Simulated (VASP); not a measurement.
# SrAl2H2 (P-3m1) in VASP: single point with LDA

Aim: the single point of SrAl2H2 with LDA.

Everything below comes from runs of VASP 6.6.1. Logs are shortened: lines on timing, memory, paths and dates and some standing lists are left out, and cuts for length are marked.

### 1 Starting point

It takes space group P-3m1 (No. 164, trigonal). Conventional cell: a = 4.525 Å, b = 4.525 Å, c = 4.721 Å, α = 90.00°, β = 90.00°, γ = 120.00°. Sr (site symmetry -3m) is surrounded by 6 H at 2.65 Å. Al (site symmetry 3m) has 1 H at 1.71 Å as nearest neighbours. H (site symmetry 3m) is surrounded by 1 Al at 1.71 Å.

### 2 Single point, LDA

Input file INCAR:

```
PREC = Accurate
ENCUT = 520
EDIFF = 1E-6
ISMEAR = 0
SIGMA = 0.1
LREAL = False
LASPH = True
NELM = 100
ALGO = Normal
ISIF = 2
LWAVE = False
LCHARG = True
LELF = True
LVHAR = True
NBANDS = 17
```

Input file KPOINTS:

```
Automatic mesh
0
Gamma
  6 6 4
```

Input file POSCAR:

```
SrAl2H2
1.0
    4.5252979390      0.0000000000      0.0000000000
   -2.2626489695      3.9190229748      0.0000000000
    0.0000000000      0.0000000000      4.7214000000
Sr Al H
1 2 2
Direct
    0.0000000000      0.0000000000      0.0000000000
    0.3333333333      0.6666666667      0.4589000000
    0.6666666667      0.3333333333      0.5411000000
    0.3333333333      0.6666666667      0.0976000000
    0.6666666667      0.3333333333      0.9024000000
```

Potentials or basis: VASP PAW LDA potentials, release 64 (Sr_sv, Al, H).

Command:

```sh
> cat potpaw_LDA.64/Sr_sv/POTCAR potpaw_LDA.64/Al/POTCAR potpaw_LDA.64/H/POTCAR > POTCAR
> mpirun -np 1 vasp_std > vasp.out
```

OUTCAR:

```text
PREC = Accurate
   ENCUT = 520
   EDIFF = 1E-6
   ISMEAR = 0
   LREAL = False
   LASPH = True
   NELM = 100
   ISIF = 2

 ion  position               nearest neighbor table
   1  0.000  0.000  0.000-   4 2.65   5 2.65   4 2.65   5 2.65   5 2.65   4 2.65   2 3.39   3 3.39
                             2 3.39   3 3.39   2 3.39   3 3.39   3 3.65   2 3.65   2 3.65   3 3.65
   2  0.333  0.667  0.459-   4 1.71   3 2.64   3 2.64   3 2.64   1 3.39   1 3.39   1 3.39   1 3.65
                             1 3.65   1 3.65
   3  0.667  0.333  0.541-   5 1.71   2 2.64   2 2.64   2 2.64   1 3.39   1 3.39   1 3.39   1 3.65
                             1 3.65   1 3.65
   4  0.333  0.667  0.098-   2 1.71   1 2.65   1 2.65   1 2.65
   5  0.667  0.333  0.902-   3 1.71   1 2.65   1 2.65   1 2.65

  LATTYP: Found a hexagonal cell.
 ALAT       =     4.5252979390
 C/A-ratio  =     1.0433346188

  Lattice vectors:

 A1 = (   4.5252979390,   0.0000000000,   0.0000000000)
 A2 = (  -2.2626489695,   3.9190229748,   0.0000000000)
 A3 = (   0.0000000000,   0.0000000000,   4.7214000000)

Analysis of symmetry for initial positions (statically):
=====================================================================
 Subroutine PRICEL returns:
 Original cell was already a primitive cell.

 Routine SETGRP: Setting up the symmetry group for a
 hexagonal supercell.

 Subroutine GETGRP returns: Found 12 space group operations
 (whereof 12 operations were pure point group operations)
 out of a pool of 24 trial point group operations.

The static configuration has the point symmetry D_3d.

Analysis of symmetry for dynamics (positions and initial velocities):
=====================================================================
 Subroutine PRICEL returns:
 Original cell was already a primitive cell.

 Routine SETGRP: Setting up the symmetry group for a
 hexagonal supercell.

 Subroutine GETGRP returns: Found 12 space group operations
 (whereof 12 operations were pure point group operations)
 out of a pool of 24 trial point group operations.

The dynamic configuration has the point symmetry D_3d.

 Subroutine INISYM returns: Found 12 space group operations
 (whereof 12 operations are pure point group operations),
 and found     1 'primitive' translations

----------------------------------------------------------------------------------------

                                     Primitive cell

  volume of cell :      83.7328

[... 98 lines left out ...]
   NFREE  =      0    steps in history (QN), initial steepest desc. (CG)
   ISIF   =      2    stress and relaxation
   ISYM   =      2    0-nonsym 1-usesym 2-fastsym
   POTIM  = 0.5000    time-step for ionic-motion
   TEBEG  =    0.0;   TEEND  =   0.0 temperature during run
   PSTRESS=    0.0 pullay stress
   NELECT =      18.0000    total number of electrons
   NUPDOWN=      -1.0000    fix difference up-down
   EMIN   =  10.00;   EMAX   =-10.00  energy-range for DOS
   EFERMI =   0.00;   METHOD = LEGACY
   ISMEAR =     0;   SIGMA  =   0.10  broadening in eV -4-tet -1-fermi 0-gaus
   EFERMI_NEDOS =   21; number of points for ismear=-14 and -15
   IALGO  =     38    algorithm
   IMIX   =      4    mixing-type and parameters
     AMIX     =   0.40;   BMIX     =  1.00
     AMIX_MAG =   1.60;   BMIX_MAG =  1.00
  volume/ion in A,a.u.               =      16.75       113.01
  Fermi-wavevector in a.u.,A,eV,Ry     =   0.980694  1.853244 13.085562  0.961762
  Thomas-Fermi vector in A             =   2.111644
   LORBIT       =      0    0 simple, 1 ext, 2 COOP (PROOUT), +10 PAW based schemes
   GGA     = CA    functional components
   LHFCALC =     F    Hartree Fock is set to
   AEXX    =    0.0000 exact exchange contribution
   IVDW    =     0    specifies the selected vdW correction
   LEPSILON=     F    determine dielectric tensor
   LRPA    =     F    only Hartree local field effects (RPA)
 non-spin polarized calculation
 Gauss-broadening in eV      SIGMA  =   0.10
  energy-cutoff  :      520.00
  volume of cell :       83.73
 maximum number of plane-waves:      2286
 NGX is ok and might be reduce to    36
   NGX = 17   NGY = 17   NGZ = 17

 number of electron      18.0000000 magnetization

 Free energy of the ion-electron system (eV)
  ---------------------------------------------------
  ext. energy  EPLUGINS =         0.00000000
  ---------------------------------------------------
  free energy    TOTEN  =       -18.95592504 eV

  energy without entropy =      -18.95437400  energy(sigma->0) =      -18.95514952

 E-fermi :   3.7594     XC(G=0):  -9.3183

 val. band max:        3.6871975063   @ k =   0.5000   0.0000   0.0000
 cond. band min:       4.0600116987   @ k =   0.3333   0.0000   0.0000
 fundamental gap:      0.3728141924
 Fermi energy:         3.7593520360

 k-point     1 :       0.0000    0.0000    0.0000
  band No.  band energies     occupation
      1     -31.6643      2.00000
      2     -13.8045      2.00000
      3     -13.7534      2.00000
      4     -13.7534      2.00000
      5      -4.8281      2.00000
      6      -0.2693      2.00000
[... 457 lines left out ...]
      4     -13.8318      2.00000
      5      -2.0928      2.00000
      6      -2.0928      2.00000
[... 9 lines left out ...]
     16       9.2585      0.00000
     17       9.4707      0.00000

------------------------ aborting loop because EDIFF is reached ----------------------------------------

  FORCE on cell =-STRESS in cart. coord.  units (eV):
  Direction    XX          YY          ZZ          XY          YZ          ZX
  --------------------------------------------------------------------------------------
  -------------------------------------------------------------------------------------
  Total       -1.6540196     -1.6540196     -1.2281744      0.0000000      0.0000000      0.0000000
  in kB      -31.6486697    -31.6486697    -23.5003769      0.0000000      0.0000000      0.0000000
  external PRESSURE =     -28.9325721 kB  Pullay stress =       0.0000000 kB

 VOLUME and BASIS-vectors are now :
 -----------------------------------------------------------------------------
  energy-cutoff  :      520.00
  volume of cell :       83.73
      direct lattice vectors                 reciprocal lattice vectors
     4.525297939  0.000000000  0.000000000     0.220979925  0.127582819  0.000000000
    -2.262648969  3.919022975  0.000000000     0.000000000  0.255165639  0.000000000
     0.000000000  0.000000000  4.721400000     0.000000000  0.000000000  0.211801584

 POSITION                                       TOTAL-FORCE (eV/Angst)
 -----------------------------------------------------------------------------------
      0.00000      0.00000      0.00000         0.000000      0.000000     -0.000000
     -0.00000      2.61268      2.16665        -0.000000      0.000000      0.164949
      2.26265      1.30634      2.55475        -0.000000     -0.000000     -0.164949
     -0.00000      2.61268      0.46081        -0.000000     -0.000000     -0.106066
      2.26265      1.30634      4.26059         0.000000      0.000000      0.106066
 -----------------------------------------------------------------------------------
    total drift:                               -0.000000      0.000000     -0.000000

  FREE ENERGIE OF THE ION-ELECTRON SYSTEM (eV)
  ---------------------------------------------------
  free  energy   TOTEN  =       -18.9559250407 eV

  energy  without entropy=      -18.9543740021  energy(sigma->0) =      -18.95514952
```

OSZICAR:

```text
N       E                     dE             d eps       ncg     rms          rms(c)
DAV:   1     0.452651873598E+02    0.45265E+02   -0.76535E+03   816   0.915E+02
DAV:   2    -0.168469928606E+02   -0.62112E+02   -0.60451E+02  1060   0.163E+02
DAV:   3    -0.196425824818E+02   -0.27956E+01   -0.27826E+01  1280   0.293E+01
DAV:   4    -0.197003086149E+02   -0.57726E-01   -0.57694E-01  1132   0.365E+00
DAV:   5    -0.197016288751E+02   -0.13203E-02   -0.13201E-02  1208   0.480E-01    0.140E+01
DAV:   6    -0.191275228553E+02    0.57411E+00   -0.34654E-01  1063   0.327E+00    0.827E+00
DAV:   7    -0.189611533782E+02    0.16637E+00   -0.74354E-01  1075   0.452E+00    0.222E+00
DAV:   8    -0.189658580637E+02   -0.47047E-02   -0.80375E-02   947   0.146E+00    0.243E+00
DAV:   9    -0.189700694427E+02   -0.42114E-02   -0.28515E-03  1223   0.307E-01    0.220E+00
DAV:  10    -0.190075538260E+02   -0.37484E-01   -0.11786E-01   980   0.207E+00    0.148E+01
DAV:  11    -0.189609087357E+02    0.46645E-01   -0.32228E-01   926   0.352E+00    0.628E+00
DAV:  12    -0.189558970021E+02    0.50117E-02   -0.35432E-02   897   0.123E+00    0.150E-01
DAV:  13    -0.189560040031E+02   -0.10700E-03   -0.25768E-03  1213   0.279E-01    0.550E-01
DAV:  14    -0.189559469294E+02    0.57074E-04   -0.19875E-04  1010   0.965E-02    0.371E-01
DAV:  15    -0.189559248761E+02    0.22053E-04   -0.10570E-04  1227   0.613E-02    0.415E-02
DAV:  16    -0.189559250407E+02   -0.16464E-06   -0.97329E-06  1243   0.179E-02
   1 F= -.18955925E+02 E0= -.18955150E+02  d E =-.155104E-02
```

stdout:

```text
POSCAR found type information on POSCAR SrAlH
 POSCAR found :  3 types and       5 ions
 scaLAPACK will be used
 LDA part: xc-table for (Slater(with rela. corr.)+CA(PZ))
 , standard interpolation
 POSCAR, INCAR and KPOINTS ok, starting setup
 FFT: planning ... GRIDC
 FFT: planning ... GRID_SOFT
 FFT: planning ... GRID
 WAVECAR not read
 entering main loop
```

Run time: 34 s. Hardware: 1 thread of Intel Xeon Platinum 8375C at 2.90GHz (Ice Lake), shared host; peak memory 0.19 GiB.

What came out:

```
Free energy            : -18.9559 eV
Pressure               : -2.9 GPa
Largest force          : 0.165 eV/Å
Band gap on the k mesh : none (metal or under the smearing width)
```

Forces on the atoms (eV/Å):
```
Sr   0.000  0.000  0.000
Al   0.000  0.000  0.165
Al   0.000  0.000 -0.165
H    0.000  0.000 -0.106
H    0.000  0.000  0.106
```

Levels at points of the mesh, in eV from the Fermi level:
```csv
k point,band 5,band 6,band 7,band 8,band 9,band 10,band 11,band 12,band 13,band 14
"(0.00, 0.00, 0.00)",-8.59,-4.03,-3.17,-0.41,-0.41,0.56,2.90,2.90,3.84,3.84
"(0.50, 0.00, 0.00)",-6.74,-6.19,-2.69,-1.71,-0.83,-0.07,2.12,2.52,2.81,4.31
"(0.00, 0.00, 0.50)",-7.22,-6.71,-2.20,0.57,0.57,1.22,1.22,1.68,1.91,1.91
"(0.50, 0.00, 0.50)",-6.39,-5.47,-3.95,-3.52,-1.20,1.55,2.73,3.91,4.71,4.76
```
